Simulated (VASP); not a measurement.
Computed with r2SCAN meta-GGA, VASP's PBE PAW potentials (set 64) (plane waves; VASP). Each cell was relaxed at this level, without spin-orbit coupling.

Problem. Which of these comes out without a gap?
(A) KI, Fm-3m (225)
(B) PtS2, P-3m1 (164)
(C) C, Fd-3m (227)
(D) Sr, Fm-3m (225)

Solution. D, Sr, Fm-3m (225). The others have gaps of 4.57 eV (KI, Fm-3m (225)), 1.36 eV (PtS2, P-3m1 (164)), 4.33 eV (C, Fd-3m (227)).
